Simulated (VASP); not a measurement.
All values below come from r2SCAN meta-GGA, VASP's PBE PAW potentials (set 64) (plane waves; VASP 6.6.1).

Input for VASP

### POSCAR
```
Yb
4.2567590
 -0.4999999638   0.4999999638   0.4999999638
  0.4999999638  -0.4999999638   0.4999999638
  0.4999999638   0.4999999638  -0.4999999638
Yb
1
Cart
  0.0000000000   0.0000000000   0.0000000000
```

INCAR:
```
ALGO = Normal
EDIFF = 1E-7
ENCUT = 400
ISIF = 2
ISMEAR = -5
LASPH = .True.
LCHARG = .False.
LMAXMIX = 6
LMIXTAU = .True.
LORBIT = 11
LREAL = .False.
LWAVE = .False.
METAGGA = R2SCAN
NEDOS = 601
NELM = 100
PREC = Accurate
SYSTEM = Yb
```

### KPOINTS
```
Automatic mesh
0
Gamma
14 14 14
0 0 0
```

**KPOINTS_OPT**
```
k-points along high-symmetry lines
10
Line-mode
Reciprocal
  0.000000   0.000000   0.000000 ! GAMMA
  0.500000  -0.500000   0.500000 ! H

  0.500000  -0.500000   0.500000 ! H
  0.000000   0.000000   0.500000 ! N

  0.000000   0.000000   0.500000 ! N
  0.000000   0.000000   0.000000 ! GAMMA

  0.000000   0.000000   0.000000 ! GAMMA
  0.250000   0.250000   0.250000 ! P

  0.250000   0.250000   0.250000 ! P
  0.500000  -0.500000   0.500000 ! H

  0.250000   0.250000   0.250000 ! P
  0.000000   0.000000   0.500000 ! N
```

POTCAR, in this order: Yb_2 (PBE.64 set). Program: vasp_std.

The 4f electrons are frozen in the core of the lanthanide potential, so 4f levels, which can set the real gap, and their magnetism are missing.

### Question
Predict the energy per atom (σ→0), band gap (over mesh and band path).

### Answer

| Property | Value |
|---|---|
| energy per atom (σ→0) | -33453 meV/atom |
| band gap (over mesh and band path) | none (metal, semimetal or under 0.01 eV) |

OSZICAR:
```
...
DAV:  17    -0.334530364924E+02   -0.17364E-05   -0.53943E-06  1712   0.280E-02    0.202E-02
DAV:  18    -0.334530421174E+02   -0.56250E-05   -0.12992E-06  2360   0.924E-03    0.119E-02
DAV:  19    -0.334530393759E+02    0.27415E-05   -0.17015E-06  1680   0.165E-02    0.568E-04
DAV:  20    -0.334530397089E+02   -0.33297E-06   -0.14589E-07  1728   0.323E-03    0.353E-04
DAV:  21    -0.334530398335E+02   -0.12457E-06   -0.99068E-09   904   0.130E-03    0.106E-03
DAV:  22    -0.334530399064E+02   -0.72957E-07   -0.48555E-09   840   0.736E-04
   1 F= -.33453040E+02 E0= -.33453040E+02  d E =0.000000E+00
       N       E                     dE             ncg
```

The structure was generated: Yb was put into the bcc type (Im-3m), which need not be its known phase. It was relaxed first, which changed the volume by -7 %.
